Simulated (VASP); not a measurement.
RbN, 2 atoms in the cell. Symmetry: Fmmm, No. 69, orthorhombic system. The conventional cell has a = 5.657 Å, b = 6.248 Å, c = 7.093 Å, α = 90.00°, β = 90.00°, γ = 90.00°. Rb (site symmetry mmm) is surrounded by 4 N at 2.83 to 3.12 Å. Around N (site symmetry mmm) lie 4 Rb at 2.83 to 3.12 Å. The cell was built by a generator and needn't be a form met in nature. The cell isn't the ideal one: random cell by space group and Wyckoff sites (Fmmm, No. 69).

```yaml
Program: VASP 6.6.1
Task: single point
Functional: PBE
Potentials_or_basis: VASP PAW PBE potentials, release 64 (Rb_sv, N)
Cutoff: 520 eV
k_mesh: 6 × 6 × 6
Occupations: gaussian, width 0.1 eV
Spin: collinear spin, typed start
Starting_moments: "[0.0, 1.0] μB"
Dipole_correction: no
Further_INCAR_settings: ALGO = Fast; EDIFF = 1e-07; NBANDS = 18
```

Potentials or basis: VASP PAW PBE potentials, release 64 (Rb_sv, N).

Launch:

```console
$ cat potpaw_PBE.64/Rb_sv/POTCAR potpaw_PBE.64/N/POTCAR > POTCAR
$ mpirun -np 1 vasp_std > vasp.out
```

Hardware: 1 thread of Intel(R) Xeon(R) Platinum 8488C (Sapphire Rapids), on a shared host.

Question: How long does it take, and how much memory?

Answer: It took 2.4 min on 1 thread of Intel(R) Xeon(R) Platinum 8488C (Sapphire Rapids), on a shared host, peak memory 0.27 GiB. Counts: scf iterations 28, k points 46.
